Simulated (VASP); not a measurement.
An input for Ansatz (written as the equivalent of a VASP run, and not itself run):

Ansatz 0.2 input:
```yaml
crystal:
  lattice:
    - [-1.7013414, 1.7013414, 1.7013414]
    - [1.7013414, -1.7013414, 1.7013414]
    - [1.7013414, 1.7013414, -1.7013414]
  atoms:
    - { symbol: Ta, position: [0.0000000, 0.0000000, 0.0000000] }
kpoints:
  mp_grid: { grid: [15, 15, 15] }
hamiltonian:
  xc: rpbe
  pseudopotentials: { kind: paw }
scf:
  occupations: { method: methfessel_paxton, width: 0.1 }
  max_iter: 100
output: { forces: true, stress: true, eigenvalues: true }
```

Problem. Write the VASP files for the same calculation (RPBE).

Solution. One answer among several that fit: 
POSCAR:
```
Ta
1
   -1.7013413573     1.7013413573     1.7013413573
    1.7013413573    -1.7013413573     1.7013413573
    1.7013413573     1.7013413573    -1.7013413573
Ta
1
Direct
  0.0000000000   0.0000000000   0.0000000000
```

INCAR:
```
# general
SYSTEM =Ta
PREC   =Accurate
ENCUT  =520
LREAL  =F
LASPH  =T

# electronic loop
EDIFF  =1E-7
NELM   =100
ALGO   =Normal
LMAXMIX=6

# smearing
ISMEAR =1
SIGMA  =0.1

# functional
GGA    =RP

# ions
ISIF   =2

# output
LWAVE  =F
LCHARG =F
```

File KPOINTS:
```
Automatic mesh
0
Gamma
15 15 15
0 0 0
```

POTCAR, in this order: Ta_pv (PBE.64 set). Program: vasp_std.

The two are equivalent in intent, not identical: each code has its own PAW files, so the cut-off isn't converted (ENCUT is set for VASP's; basis.ecutwfc is left out, and Ansatz then takes the one that its files recommend); Ansatz stops its SCF on the density residual and VASP on the energy change (EDIFF).

The compound is Ta in the bcc structure. This cell is one point of a volume scan, at 1.06 of the reference volume.
